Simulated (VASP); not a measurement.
Calculation: PBE GGA with D3 dispersion (Becke-Johnson damping), VASP's PBE PAW potentials (set 64) (plane waves; VASP).

The input files of a VASP run:

File POSCAR:
```
BN
1
    1.2711590736    -2.2017123183     0.0000000000
    1.2711590736     2.2017123183    -0.0000000000
    0.0000000000     0.0000000000     4.2042474430
B N
2 2
Direct
  0.6666670000   0.3333330000   0.5002225297
  0.3333330000   0.6666670000   0.0002225297
  0.6666670000   0.3333330000   0.8747774703
  0.3333330000   0.6666670000   0.3747774703
```

### INCAR
```
SYSTEM=BN
PREC=Accurate; ENCUT=520; LREAL=F
LASPH=T
EDIFF=1E-6; NELM=100; ALGO=Normal
ISMEAR=0; SIGMA=0.05
GGA=PE; IVDW=12
IBRION=2; NSW=60; ISIF=3
EDIFFG=-0.02
LWAVE=F; LCHARG=F
```

KPOINTS:
```
Automatic mesh
0
Gamma
9 9 5
0 0 0
```

POTCAR, in this order: B N (PBE.64 set). Program: vasp_std.

Q: Predict the energy per atom (σ→0), dispersion energy, band gap (on the k-mesh).

A: 
```yaml
energy per atom (σ→0): -8.916 eV/atom
dispersion_energy: -0.840 eV
band gap (on the k-mesh): 5.18 eV
```

File OSZICAR:
```
...
DAV:   6    -0.350013245065E+02    0.17816E+01   -0.47704E+00  1068   0.182E+01    0.459E+00
DAV:   7    -0.348561148443E+02    0.14521E+00   -0.23523E-01  1040   0.478E+00    0.273E+00
DAV:   8    -0.348263256232E+02    0.29789E-01   -0.73003E-02   948   0.255E+00    0.224E-01
DAV:   9    -0.348255246058E+02    0.80102E-03   -0.21235E-03  1112   0.486E-01    0.124E-01
DAV:  10    -0.348257636426E+02   -0.23904E-03   -0.38095E-04  1008   0.196E-01    0.259E-02
DAV:  11    -0.348257689399E+02   -0.52973E-05   -0.64868E-05  1128   0.705E-02    0.137E-02
DAV:  12    -0.348257699121E+02   -0.97220E-06   -0.91776E-06  1088   0.299E-02
   1 F= -.35665822E+02 E0= -.35665822E+02  d E =-.356658E+02
```

The compound is BN in the wurtzite structure, a metastable high-pressure form. It was relaxed first. The start is the result of an earlier pass.
